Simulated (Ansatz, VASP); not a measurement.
# Zr3P (Zr3P (P4_2/n)) in two plane-wave programs, part 2 of 2

Aim: how closely do two programs agree when they are given the same cell, functional and k mesh? Of the first pair: The structure shown is the start of the Ansatz relaxation below; VASP solves that cell, so the two are compared at the walk's first step.

VASP 6.6.1 and Ansatz 0.2.0.

So far. Step 3 (VASP: single point, PBEsol, start cell, pair 1): The run ends at a pressure of -4.48 GPa, with forces up to 0.048 eV/Å.

### 6. VASP: single point, PBEsol, relaxed cell, pair 2

Level of this step: PBEsol; plane waves and PAW (Zr_sv, P) (VASP).

The same cell, functional, mesh and smearing now go to VASP, with its own data sets.

Contents of INCAR:

```
SYSTEM = Zr3P
PREC = Accurate
ENCUT = 500
EDIFF = 1E-06
NELM = 120
ISMEAR = -1
SIGMA = 0.05
LREAL = Auto
ALGO = Normal
GGA = PS
NBANDS = 192
LASPH = .TRUE.
LORBIT = 11
LWAVE = .FALSE.
LCHARG = .FALSE.
ISIF = 2
GGA_COMPAT = .FALSE.
KPAR = 4
```

Contents of POSCAR:

```
Zr3P
1.0
   10.7103804774      0.0000000000      0.0000000000
    0.0000000000     10.7103804774      0.0000000000
    0.0000000000      0.0000000000      5.3097666975
Zr P
24 8
Direct
    0.8628458441      0.0270326398      0.2782294966
    0.4729673602      0.3628458441      0.7782294966
    0.5270326398      0.6371541559      0.7782294966
    0.1371541559      0.9729673602      0.2782294966
    0.6371541559      0.4729673602      0.2217705034
    0.0270326398      0.1371541559      0.7217705034
    0.9729673602      0.8628458441      0.7217705034
    0.3628458441      0.5270326398      0.2217705034
    0.8207429920      0.2848693061      0.9844385922
    0.2151306939      0.3207429920      0.4844385922
    0.7848693061      0.6792570080      0.4844385922
    0.1792570080      0.7151306939      0.9844385922
    0.6792570080      0.2151306939      0.5155614078
    0.2848693061      0.1792570080      0.0155614078
    0.7151306939      0.8207429920      0.0155614078
    0.3207429920      0.7848693061      0.5155614078
    0.4151279047      0.8926552724      0.0391211615
    0.6073447276      0.9151279047      0.5391211615
    0.3926552724      0.0848720953      0.5391211615
    0.5848720953      0.1073447276      0.0391211615
    0.0848720953      0.6073447276      0.4608788385
    0.8926552724      0.5848720953      0.9608788385
    0.1073447276      0.4151279047      0.9608788385
    0.9151279047      0.3926552724      0.4608788385
    0.2935035271      0.5407191642      0.7128932409
    0.9592808358      0.7935035271      0.2128932409
    0.0407191642      0.2064964729      0.2128932409
    0.7064964729      0.4592808358      0.7128932409
    0.2064964729      0.9592808358      0.7871067591
    0.5407191642      0.7064964729      0.2871067591
    0.4592808358      0.2935035271      0.2871067591
    0.7935035271      0.0407191642      0.7871067591
```

Contents of KPOINTS:

```
Automatic mesh
0
Gamma
4 4 7
0 0 0
```

Potentials, in the order of the species: Zr_sv and P (PBE family, release 64).

Started as:

```console
> mpirun -np 4 vasp_std
```

Output:

```text
[banner, memory and clock lines left out]
running    4 mpi-ranks, on    1 nodes
[...]
[... a notice as in an earlier step ...]

 LDA part: xc-table for (Slater+PW92), standard interpolation
 POSCAR, INCAR and KPOINTS ok, starting setup
[...]
entering main loop
       N       E                     dE             d eps       ncg     rms          rms(c)
DAV:   1     0.356185604357E+04    0.35619E+04   -0.16681E+05  9216   0.166E+03
DAV:   2     0.891600342540E+02   -0.34727E+04   -0.33771E+04  9800   0.509E+02
DAV:   3    -0.264895678679E+03   -0.35406E+03   -0.34310E+03 13576   0.123E+02
DAV:   4    -0.304555147371E+03   -0.39659E+02   -0.39077E+02 13864   0.341E+01
[...]
DAV:  14    -0.294331204251E+03    0.22263E-04   -0.88152E-05 11744   0.234E-02    0.169E-02
DAV:  15    -0.294331206246E+03   -0.19957E-05   -0.23691E-05 10928   0.851E-03    0.553E-03
DAV:  16    -0.294331207122E+03   -0.87544E-06   -0.25249E-06  6904   0.320E-03
   1 F= -.29433121E+03 E0= -.29422355E+03  d E =-.215308E+00
```

From OUTCAR (step 6):

```text
  Total        0.5151790      0.5151790      0.5045413      0.0000007      0.0000000     -0.0000000
  in kB        1.3551378      1.3551378      1.3271563      0.0000018      0.0000000     -0.0000000
  external PRESSURE =       1.3458106 kB  Pullay stress =       0.0000000 kB

 POSITION                                       TOTAL-FORCE (eV/Angst)
 -----------------------------------------------------------------------------------
      9.24141      0.28953      1.47733        -0.002632      0.000157      0.001492
      5.06566      3.88622      4.13222        -0.000157     -0.002632      0.001492
      5.64472      6.82416      4.13222         0.000157      0.002632      0.001492
      1.46897     10.42085      1.47733         0.002632     -0.000157      0.001492
      6.82416      5.06566      1.17755         0.002632     -0.000157     -0.001492
      0.28953      1.46897      3.83243         0.000157      0.002632     -0.001492
     10.42085      9.24141      3.83243        -0.000157     -0.002632     -0.001492
      3.88622      5.64472      1.17755        -0.002632      0.000157     -0.001492
      8.79047      3.05106      5.22714        -0.002643      0.000091      0.001823
      2.30413      3.43528      2.57226        -0.000091     -0.002643      0.001823
      8.40625      7.27510      2.57226         0.000091      0.002643      0.001823
      1.91991      7.65932      5.22714         0.002643     -0.000091      0.001823
      7.27510      2.30413      2.73751         0.002643     -0.000091     -0.001823
      3.05106      1.91991      0.08263         0.000091      0.002643     -0.001823
[...]
-----------------------------------------------------------------------------------
    total drift:                                0.000000      0.000000     -0.000000

  FREE ENERGIE OF THE ION-ELECTRON SYSTEM (eV)
  ---------------------------------------------------
  free  energy   TOTEN  =      -294.3312071219 eV

  energy  without entropy=     -294.1158990482  energy(sigma->0) =     -294.22355309

[... 2 further parts left out ...]
[key lines of the parts left out:]
E-fermi :   9.9822
```

The run ends at a pressure of 0.13 GPa, with forces up to 0.0037 eV/Å.

### 7. Differences

What differs besides the data sets and the points named for the pairs above, as far as they apply: the cutoff is 420 eV in Ansatz and 500 eV in VASP (PREC = Accurate, projectors in real space); Ansatz's pressure holds a Pulay correction, VASP's none. Total energies have different zeros and are not compared.

The two programs side by side:

```
      quantity  Ansatz  VASP  difference
pressure (GPa)   -0.01  0.13       -0.14
```

The largest component of a force difference here is 4 meV/Å.

### 8. What came out

| Quantity | Value |
| --- | --- |
| r.m.s. force difference (single point, PBEsol, start cell, pair 1) | 1.4 meV/Å |
| difference in pressure (single point, PBEsol, relaxed cell, pair 2) | -0.14 GPa |

**Reading.** The difference in pressure is -0.14 GPa (single point, PBEsol, relaxed cell, pair 2), within the 1 GPa picked in this series as the mark of a large difference. Such differences can come from data sets, numerical settings and the points named under the comparisons, not from the functional's error against experiment.

[Lines on the potential files, build, host, timing and source positions are cut from VASP's logs without a mark.]

[Logs are printed without paths, hosts, clocks, repeated set-up lines and the standing remarks that a program may print on its own settings, such as how far it seeks lower states.]

[Hosts, paths, dates, database ids (printed as entryN), source tags and the programs' standing remarks are cut or masked in the printed files.]
